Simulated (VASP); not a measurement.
VASP ran on this input.

**INCAR**
```
SYSTEM = SnO
PREC = Accurate
ENCUT = 520
EDIFF = 1E-6
NELM = 100
ALGO = Normal
LREAL = .FALSE.
LASPH = .TRUE.
ISMEAR = 1
SIGMA = 0.1
GGA = MK
PARAM1 = 0.1234568
PARAM2 = 0.7114
ZAB_VDW = -1.8867
LUSE_VDW = .TRUE.
AGGAC = 0.0
LMAXMIX = 4
LWAVE = .FALSE.
LCHARG = .FALSE.
IBRION = 2
ISIF = 3
NSW = 60
EDIFFG = -0.02
```

**KPOINTS**
```
Automatic mesh
0
Gamma
7 7 6
0 0 0
```

File POSCAR:
```
SnO
1
    3.7906337445     0.0000000000     0.0000000000
    0.0000000000     3.7906337445     0.0000000000
    0.0000000000    -0.0000000000     4.6922624935
Sn O
2 2
Direct
  0.5000000000   1.0000000000   0.7516128518
  0.0000000000   0.5000000000   0.2483871482
  0.5000000000   0.5000000000   0.0000000000
  0.0000000000   0.0000000000   0.0000000000
```

POTCAR, in this order: Sn_d O (PBE.64 set). Program: vasp_std.

Question: Translate this rev-vdW-DF2 calculation to Quantum ESPRESSO's pw.x.

Answer: One equivalent input (not run):
```
&CONTROL
  calculation = 'vc-relax'
  pseudo_dir = './pseudo'
  outdir = './out'
  tprnfor = .true.
  tstress = .true.
  nstep = 60
  forc_conv_thr = 0.00078
/
&SYSTEM
  ibrav = 0
  nat = 4
  ntyp = 2
  ecutwfc = 84
  occupations = 'smearing'
  smearing = 'methfessel-paxton'
  degauss = 0.00735
  input_dft = 'vdw-df2-b86r'
/
&ELECTRONS
  conv_thr = 7.3e-08
  electron_maxstep = 100
/
&IONS
/
&CELL
/
ATOMIC_SPECIES
  Sn 118.710 Sn.upf
  O 15.999 O.upf
CELL_PARAMETERS angstrom
     3.7906337    0.0000000    0.0000000
     0.0000000    3.7906337    0.0000000
     0.0000000   -0.0000000    4.6922625
ATOMIC_POSITIONS crystal
  Sn   0.5000000  1.0000000  0.7516129
  Sn   0.0000000  0.5000000  0.2483871
  O    0.5000000  0.5000000  0.0000000
  O    0.0000000  0.0000000  0.0000000
K_POINTS automatic
  7 7 6 0 0 0
```
Limits of the translation: the potentials are each code's own (VASP's PAW set, PseudoDojo norm-conserving files in pw.x), so ENCUT and ecutwfc are chosen apart and not converted; conv_thr bounds pw.x's estimated SCF error, while EDIFF bounds the energy change between steps; forc_conv_thr acts on force components and is met together with etot_conv_thr.

The compound is SnO in the litharge structure. This run relaxes it. Symmetry was kept, so distortions that lower it aren't found. The start is the result of an earlier pass.
